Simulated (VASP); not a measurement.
CsPbCl₃ (cubic perovskite), at 0.96 of the tabulated volume:

```
CELL_PARAMETERS angstrom
      5.53418     0.00000     0.00000
      0.00000     5.53418     0.00000
      0.00000     0.00000     5.53418
ATOMIC_POSITIONS crystal
  Cs 0.00000 0.00000 0.00000
  Pb 0.50000 0.50000 0.50000
  Cl 0.50000 0.00000 0.50000
  Cl 0.00000 0.50000 0.50000
  Cl 0.50000 0.50000 0.00000
```

The lowest empty band near R, direction [100], from PBE with spin-orbit coupling in VASP (PAW); its two spin partners are averaged. The gap over the points computed is 0.69 eV, and the next band on that side lies 1.48 eV away at the edge.

Run with 400 eV cut-off, 5×5×5 Γ-centred mesh, Gaussian smearing of 0.050 eV, potentials Cs_sv Pb_d Cl.

```tsv
distance from the edge in k (1/Å)	distance in energy (meV)
0.012	3.9
0.018	8.7
0.025	16.5
0.035	31.3
0.050	60.2
0.070	107.0
```

### Question
Fit E(1 + αE) = ħ²k²/2m* (ħ²/2m0 = 3.810 eV Å²) and predict the row at 0.095 1/Å.

### Answer
Least squares on the energies gives the electron mass m* = 0.138 m0 and α = 2.45 per eV, and so 174.4 meV. The run gave 172.0 meV, -2.4 meV from the fit.

Left out are points under 3 meV from the edge, since the levels carry 0.1 meV, and points farther than half the way to the next band.

The compound is CsPbCl3 in the cubic perovskite structure, the ideal cubic form; the compound distorts at low or room temperature. The cell was not relaxed at this level.
